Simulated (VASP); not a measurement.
MgB2 (AlB2 type) is relaxed at rising pressure, each step from the one before. Symmetry mostly holds the structure type, and other phases were not tried. The mesh follows the cell, and a change of mesh leaves a small step in the series.

```cif
data_B2Mg
_chemical_formula_sum 'Mg1 B2'
_space_group_name_H-M_alt 'P 1'
_space_group_IT_number 1
_cell_length_a 3.06038
_cell_length_b 3.06038
_cell_length_c 3.51023
_cell_angle_alpha 90.000
_cell_angle_beta 90.000
_cell_angle_gamma 120.000
loop_
_space_group_symop_operation_xyz
  'x, y, z'
loop_
_atom_site_label
_atom_site_type_symbol
_atom_site_fract_x
_atom_site_fract_y
_atom_site_fract_z
_atom_site_occupancy
Mg1 Mg 0.00000 0.00000 0.00000 1
B1 B 0.33333 0.66667 0.50000 1
B2 B 0.66667 0.33333 0.50000 1
```

Method: PBEsol GGA, VASP's PBE PAW potentials (set 64) (plane waves; VASP). Numerical set-up: 620 eV cut-off, 11×11×9 Γ-centred mesh, first-order Methfessel-Paxton smearing of 0.10 eV, potentials Mg B.

```
P (GPa)  V (Å³/atom)  H − H(0) (eV/atom)  space group  gap on the mesh (eV)    k-mesh
-------  -----------  ------------------  -----------  --------------------  --------
0               9.49               0.000       P6/mmm                  0.00   11×11×9
5               9.16               0.289       P6/mmm                  0.00   12×12×9
10              8.91               0.572       P6/mmm                  0.00   12×12×9
20              8.48               1.114       P6/mmm                  0.00   12×12×9
30              8.12               1.632       P6/mmm                  0.00   12×12×9
45              7.70               2.375       P6/mmm                  0.00  12×12×10
```

Pressures at which the relaxation failed are left out.

The compound is MgB2 in the AlB2 type structure.
